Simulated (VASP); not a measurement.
Output of a VASP run:

**OUTCAR**
```
 ion  position               nearest neighbor table
   1  0.000  0.000  0.000-
   2  0.500  0.500  0.500-   3 2.94   4 2.94   3 2.94   3 2.94   3 2.94   4 2.94   4 2.94   4 2.94
  LATTYP: Found a face centered cubic cell.
 ALAT       =     6.7933140000
 Subroutine PRICEL returns:
 Original cell was already a primitive cell.
 Subroutine GETGRP returns: Found 48 space group operations
The static configuration has the point symmetry O_h .
The dynamic configuration has the point symmetry O_h .
 Subroutine INISYM returns: Found 48 space group operations
 Subroutine IBZKPT returns following result:
 Found     16 irreducible k-points:

 Following reciprocal coordinates:
            Coordinates               Weight
  0.000000  0.000000  0.000000      1.000000
  0.166667  0.000000  0.000000      8.000000
  0.333333  0.000000  0.000000      8.000000
  0.500000  0.000000  0.000000      4.000000
  0.166667  0.166667  0.000000      6.000000
  0.333333  0.166667  0.000000     24.000000
  0.500000  0.166667  0.000000     24.000000
 -0.333333  0.166667  0.000000     24.000000
 -0.166667  0.166667  0.000000     12.000000
  0.333333  0.333333  0.000000      6.000000
  0.500000  0.333333  0.000000     24.000000
 -0.333333  0.333333  0.000000     12.000000
  0.500000  0.500000  0.000000      3.000000
  0.500000  0.333333  0.166667     24.000000
 -0.333333  0.333333  0.166667     24.000000
 -0.333333  0.500000  0.166667     12.000000
   k-points           NKPTS =     16   k-points in BZ     NKDIM =     16   number of bands    NBANDS=     23
   number of dos      NEDOS =    301   number of ions     NIONS =      4
   total plane-waves  NPLWV =  32768
   dimension x,y,z NGX =    32 NGY =   32 NGZ =   32
   dimension x,y,z NGXF=    64 NGYF=   64 NGZF=   64
   ions per type =               1   3
   PREC   = accura    normal or accurate (medium, high low for compatibility)
   ISTART =      0    job   : 0-new  1-cont  2-samecut
   ICHARG =      2    charge: 1-file 2-atom 10-const
   ISPIN  =      1    spin polarized calculation?
   LNONCOLLINEAR =      F non collinear calculations
   LSORBIT =      F    spin-orbit coupling
   INIWAV =      1    electr: 0-lowe 1-rand  2-diag
   ENCUT  =  400.0 eV  29.40 Ry    5.42 a.u.   7.83  7.83  7.83*2*pi/ulx,y,z
   NELM   =    100;   NELMIN=  2; NELMDL= -5     # of ELM steps
   EDIFF  = 0.1E-05   stopping-criterion for ELM
   LREAL  =      F    real-space projection
   NLSPLINE    = F    spline interpolate recip. space projectors
   LMAXMIX     =    6 max onsite mixed and CHGCAR
   VOSKOWN=      0    Vosko Wilk Nusair interpolation
   EDIFFG = 0.1E-04   stopping-criterion for IOM
   NSW    =      0    number of steps for IOM
   NBLOCK =      1;   KBLOCK =      1    inner block; outer block
   IBRION =     -1    ionic relax: 0-MD 1-quasi-New 2-CG
   NFREE  =      0    steps in history (QN), initial steepest desc. (CG)
   ISIF   =      2    stress and relaxation
   ISYM   =      2    0-nonsym 1-usesym 2-fastsym
   TEIN   =    0.0    initial temperature
   TEBEG  =    0.0;   TEEND  =   0.0 temperature during run
   SMASS  =  -3.00    Nose mass-parameter (am)
   PSTRESS=    0.0 pullay stress
   NELECT =      38.0000    total number of electrons
   EFERMI =   0.00;   METHOD = LEGACY
   ISMEAR =     0;   SIGMA  =   0.27  broadening in eV -4-tet -1-fermi 0-gaus
   IALGO  =     38    algorithm
   LDIAG  =      T    sub-space diagonalisation (order eigenvalues)
   IMIX   =      4    mixing-type and parameters
     AMIX     =   0.40;   BMIX     =  1.00
     AMIX_MAG =   1.60;   BMIX_MAG =  1.00
     AMIN     =   0.10
 LDA+U is selected, type is set to LDAUTYPE =  2
   angular momentum for each species LDAUL =    -1    2
   U (eV)           for each species LDAUU =   0.0  8.0
   J (eV)           for each species LDAUJ =   0.0  0.0
   GGA     = PE    functional components
   VOSKOWN =     0    Vosko Wilk Nusair interpolation
   LHFCALC =     F    Hartree Fock is set to
   LHFONE  =     F    Hartree Fock one center treatment
...
```

OSZICAR:
```
       N       E                     dE             d eps       ncg     rms          rms(c)
DAV:   1     0.289629382587E+03    0.28963E+03   -0.18589E+04   752   0.136E+03
DAV:   2    -0.881487597447E+01   -0.29844E+03   -0.29530E+03   827   0.388E+02
DAV:   3    -0.228698221187E+02   -0.14055E+02   -0.13686E+02  1026   0.687E+01
DAV:   4    -0.232326026941E+02   -0.36278E+00   -0.36115E+00   886   0.977E+00
DAV:   5    -0.232437113321E+02   -0.11109E-01   -0.11096E-01  1034   0.130E+00    0.174E+01
DAV:   6    -0.226614576387E+02    0.58225E+00   -0.50964E+01   952   0.376E+01    0.148E+01
DAV:   7    -0.188652437078E+02    0.37962E+01   -0.15221E+01   959   0.124E+01    0.550E+00
DAV:   8    -0.187744243940E+02    0.90819E-01   -0.25399E+00   884   0.102E+01    0.155E+00
DAV:   9    -0.187928760408E+02   -0.18452E-01   -0.23801E-01  1059   0.271E+00    0.958E-01
DAV:  10    -0.188223827816E+02   -0.29507E-01   -0.57831E-02  1025   0.122E+00    0.287E-01
DAV:  11    -0.188276245838E+02   -0.52418E-02   -0.11374E-02   977   0.543E-01    0.143E-01
DAV:  12    -0.188286801889E+02   -0.10556E-02   -0.50739E-03  1001   0.352E-01    0.112E-01
DAV:  13    -0.188285090576E+02    0.17113E-03   -0.19227E-03  1008   0.181E-01    0.322E-02
DAV:  14    -0.188285156158E+02   -0.65581E-05   -0.22990E-04  1022   0.707E-02    0.150E-02
DAV:  15    -0.188285156321E+02   -0.16331E-07   -0.20929E-05   884   0.224E-02    0.518E-03
DAV:  16    -0.188285161897E+02   -0.55757E-06   -0.90766E-06   908   0.121E-02
   1 F= -.18828516E+02 E0= -.18762464E+02  d E =-.132104E+00
```

File OUTCAR:
```
------------------------ aborting loop because EDIFF is reached ----------------------------------------
  FORCE on cell =-STRESS in cart. coord.  units (eV):
  Direction    XX          YY          ZZ          XY          YZ          ZX
  --------------------------------------------------------------------------------------
  Total       -5.6024503     -5.6024503     -5.6024503     -0.0000000      0.0000000      0.0000000
  in kB     -114.5258484   -114.5258484   -114.5258484     -0.0000000      0.0000000      0.0000000
  external PRESSURE =    -114.5258484 kB  Pullay stress =       0.0000000 kB
  volume of cell :       78.38
      direct lattice vectors                 reciprocal lattice vectors
     0.000000000  3.396657000  3.396657000    -0.147203559  0.147203559  0.147203559
     3.396657000  0.000000000  3.396657000     0.147203559 -0.147203559  0.147203559
     3.396657000  3.396657000  0.000000000     0.147203559  0.147203559 -0.147203559
 POSITION                                       TOTAL-FORCE (eV/Angst)
 -----------------------------------------------------------------------------------
      0.00000      0.00000      0.00000         0.000000      0.000000      0.000000
      3.39666      3.39666      3.39666         0.000000      0.000000      0.000000
      1.69833      1.69833      1.69833        -0.000000      0.000000      0.000000
      5.09499      5.09499      5.09499        -0.000000     -0.000000     -0.000000
 -----------------------------------------------------------------------------------
    total drift:                               -0.000000     -0.000000      0.000000
  FREE ENERGIE OF THE ION-ELECTRON SYSTEM (eV)
  ---------------------------------------------------
  free  energy   TOTEN  =       -18.8285161897 eV

  energy  without entropy=      -18.6964120011  energy(sigma->0) =      -18.76246410
```
(Selected blocks of OUTCAR.)

File POSCAR:
```
Ta3N
1
    0.0000000000     3.3966570000     3.3966570000
    3.3966570000     0.0000000000     3.3966570000
    3.3966570000     3.3966570000     0.0000000000
N Ta
1 3
Direct
  0.0000000000   0.0000000000   0.0000000000
  0.5000000000   0.5000000000   0.5000000000
  0.2500000000   0.2500000000   0.2500000000
  0.7500000000   0.7500000000   0.7500000000
```

Write an INCAR and KPOINTS that could have produced this output.

This is not unique; one that fits is the input of the run itself, PBE GGA + U (Dudarev), plane waves, VASP's PBE PAW potentials (set 64).

### INCAR
```
SYSTEM = Ta3N
PREC = Accurate
ENCUT = 400
EDIFF = 1E-6
NELM = 100
ALGO = Normal
LREAL = .FALSE.
LASPH = .TRUE.
ISMEAR = 0
SIGMA = 0.272
GGA = PE
LMAXMIX = 6
LWAVE = .FALSE.
LCHARG = .FALSE.
ISIF = 2
LDAU = .TRUE.
LDAUTYPE = 2
LDAUL = -1 2
LDAUU = 0 8.0
LDAUJ = 0 0
```

### KPOINTS
```
Automatic mesh
0
Gamma
6 6 6
0 0 0
```

POTCAR, in this order: N Ta_pv (PBE.64 set). Program: vasp_std.

At this cut-off the stress carries a Pulay error, which pulls relaxed volumes low.

The structure was generated: Ta3N was put into an ordered model structure, which need not be its known phase. The cell was not relaxed at this level. The run is one of a series of settings (LDAU = .TRUE., LDAUJ = 0 0, LDAUL = -1 2, LDAUTYPE = 2, LDAUU = 0 8.0 against the base run), some of them coarse on purpose.
